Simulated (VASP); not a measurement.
All values below come from optB86b-vdW, VASP's PBE PAW potentials (set 64) (plane waves; VASP).

A VASP calculation is set up with these files.

File POSCAR:
```
NiO
1
    4.1494115007     2.0708721873     2.0708721873
    2.0708721873     4.1494115007     2.0708721873
    2.0708721873     2.0708721873     4.1494115007
Ni O
2 2
Direct
  0.0000000000   0.0000000000   0.0000000000
  0.5000000000   0.5000000000   0.5000000000
  0.2500000000   0.2500000000   0.2500000000
  0.7500000000   0.7500000000   0.7500000000
```

### KPOINTS
```
k-points along high-symmetry lines
12
Line-mode
Reciprocal
  0.000000   0.000000   0.000000 ! GAMMA
  0.500000   0.500000   0.500000 ! T

  0.500000   0.500000   0.500000 ! T
  0.812500   0.187500   0.500000 ! H_2

  0.500000  -0.187500   0.187500 ! H_0
  0.500000  -0.000000  -0.000000 ! L

  0.500000  -0.000000  -0.000000 ! L
  0.000000   0.000000   0.000000 ! GAMMA

  0.000000   0.000000   0.000000 ! GAMMA
  0.343750  -0.343750   0.000000 ! S_0

  0.656250   0.000000   0.343750 ! S_2
  0.500000   0.000000   0.500000 ! F

  0.500000   0.000000   0.500000 ! F
  0.000000   0.000000   0.000000 ! GAMMA
```

### INCAR
```
MAGMOM = 1.3 -1.3 2*0.0
ALGO = Normal   ! blocked Davidson
NELM = 100   ! most electronic steps
LREAL = .False.
EDIFF = 1E-7   ! SCF stop (eV)
LUSE_VDW = .True.
SIGMA = 0.05
SYSTEM = NiO
AGGAC = 0.0
ISMEAR = 0   ! Gaussian
PARAM2 = 1.0
LWAVE = .False.
ISPIN = 2
ICHARG = 11
GGA = MK
PREC = Accurate
PARAM1 = 0.1234
LCHARG = .False.
LASPH = .True.
LMAXMIX = 4   ! l cut-off of mixed one-centre charges
ENCUT = 520
LORBIT = 11   ! lm-projected
```

POTCAR, in this order: Ni O (PBE.64 set). Program: vasp_std. Read from the step before: CHGCAR.

The resulting files:

OUTCAR:
```
 ion  position               nearest neighbor table
   1  0.000  0.000  0.000-   4 2.08   4 2.08   3 2.08   3 2.08   4 2.08   3 2.08   2 2.93   2 2.93
                             2 2.93   2 2.93   2 2.93   2 2.93
   2  0.500  0.500  0.500-   3 2.08   3 2.08   4 2.08   4 2.08   3 2.08   4 2.08   1 2.93   1 2.93
                             1 2.93   1 2.93   1 2.93   1 2.93
   3  0.250  0.250  0.250-   1 2.08   1 2.08   2 2.08   2 2.08   1 2.08   2 2.08
   4  0.750  0.750  0.750-   2 2.08   2 2.08   1 2.08   1 2.08   2 2.08   1 2.08
  LATTYP: Found a trigonal (rhomboedric) cell.
 ALAT       =     5.0788422927
 COS(alpha) =     0.8325107139
 Subroutine PRICEL returns following result:
  LATTYP: Found a trigonal (rhomboedric) cell.
 ALAT       =     2.9340795145
 COS(alpha) =     0.4981513873
 Subroutine GETGRP returns: Found 12 space group operations
The static configuration has the point symmetry D_3d.
The dynamic configuration has the point symmetry D_3d.
The overall configuration has the point symmetry D_3d.
 Subroutine INISYM returns: Found 12 space group operations
   k-points           NKPTS =     84   k-points in BZ     NKDIM =     84   number of bands    NBANDS=     20
   number of dos      NEDOS =    301   number of ions     NIONS =      4
   total plane-waves  NPLWV =  64000
   dimension x,y,z NGX =    40 NGY =   40 NGZ =   40
   dimension x,y,z NGXF=    80 NGYF=   80 NGZF=   80
   ions per type =               2   2
   PREC   = accura    normal or accurate (medium, high low for compatibility)
   ISTART =      0    job   : 0-new  1-cont  2-samecut
   ICHARG =     11    charge: 1-file 2-atom 10-const
   ISPIN  =      2    spin polarized calculation?
   LNONCOLLINEAR =      F non collinear calculations
   LSORBIT =      F    spin-orbit coupling
   INIWAV =      1    electr: 0-lowe 1-rand  2-diag
   ENCUT  =  520.0 eV  38.22 Ry    6.18 a.u.   9.44  9.44  9.44*2*pi/ulx,y,z
   NELM   =    100;   NELMIN=  2; NELMDL= -5     # of ELM steps
   EDIFF  = 0.1E-06   stopping-criterion for ELM
   LREAL  =      F    real-space projection
   NLSPLINE    = F    spline interpolate recip. space projectors
   LMAXMIX     =    4 max onsite mixed and CHGCAR
   VOSKOWN=      0    Vosko Wilk Nusair interpolation
   EDIFFG = 0.1E-05   stopping-criterion for IOM
...
```

**OSZICAR**
```
       N       E                     dE             d eps       ncg     rms          rms(c)
DAV:   1     0.248697943780E+03    0.24870E+03   -0.16151E+04  6752   0.218E+03
DAV:   2     0.103344817574E+02   -0.23836E+03   -0.22568E+03  7064   0.412E+02
DAV:   3    -0.137564867582E+02   -0.24091E+02   -0.22731E+02  7556   0.144E+02
DAV:   4    -0.144872286861E+02   -0.73074E+00   -0.72703E+00  7348   0.258E+01
DAV:   5    -0.145062389102E+02   -0.19010E-01   -0.19004E-01  8300   0.400E+00
DAV:   6    -0.145070346437E+02   -0.79573E-03   -0.79568E-03  8252   0.740E-01
DAV:   7    -0.145070722592E+02   -0.37615E-04   -0.37615E-04  9152   0.133E-01
DAV:   8    -0.145070731277E+02   -0.86851E-06   -0.86853E-06  7532   0.156E-02
DAV:   9    -0.145070731476E+02   -0.19897E-07   -0.19881E-07  4892   0.194E-03
   1 F= -.14507073E+02 E0= -.14507073E+02  d E =-.545715E-18  mag=     0.0000
```

OUTCAR:
```



 magnetization (x)

# of ion       s       p       d       tot
------------------------------------------
    1       -0.006  -0.014   1.237   1.217
    2        0.006   0.014  -1.237  -1.217
    3        0.000   0.000   0.000   0.000
    4        0.000   0.000   0.000   0.000
--------------------------------------------------
tot          0.000   0.000   0.000   0.000
```
(Selected blocks of OUTCAR.)

OUTCAR:
```
 val. band max:        7.5043539778   @ k =   0.2273   0.0000   0.2273

 cond. band min:       8.5565331181   @ k =   0.2500  -0.2500   0.0000



 spin component 1

 k-point     1 :       0.0000    0.0000    0.0000
  band No.  band energies     occupation
      1     -12.3176      1.00000
      2     -10.8608      1.00000
      3      -0.2137      1.00000
      4       2.4288      1.00000
      5       2.4289      1.00000
      6       5.0750      1.00000
      7       5.0750      1.00000
      8       5.1019      1.00000
      9       5.6114      1.00000
     10       5.6114      1.00000
     11       5.6960      1.00000
     12       5.9797      1.00000
     13       5.9797      1.00000
     14       6.8687      1.00000
     15       6.8687      1.00000
     16       7.1713      1.00000
     17       9.5003      0.00000
     18       9.5004      0.00000
     19       9.8442      0.00000
     20      13.7603      0.00000

 k-point     2 :       0.0455    0.0455    0.0455
  band No.  band energies     occupation
      1     -12.3114      1.00000
      2     -10.8699      1.00000
      3      -0.1932      1.00000
      4       2.4355      1.00000
      5       2.4355      1.00000
      6       5.0256      1.00000
      7       5.0256      1.00000
      8       5.0295      1.00000
      9       5.6140      1.00000
     10       5.6140      1.00000
     11       5.7287      1.00000
     12       6.0290      1.00000
     13       6.0291      1.00000
     14       6.8668      1.00000
     15       6.8668      1.00000
     16       7.1650      1.00000
     17       9.4914      0.00000
     18       9.4915      0.00000
     19       9.8847      0.00000
     20      13.7589      0.00000

 k-point     3 :       0.0909    0.0909    0.0909
  band No.  band energies     occupation
      1     -12.2926      1.00000
      2     -10.8968      1.00000
      3      -0.1321      1.00000
      4       2.4553      1.00000
...
```

The density is held fixed in this step, so its total energy and stress have no physical meaning.

The compound is NiO in the rock salt, AFM-II order structure. It was relaxed first.
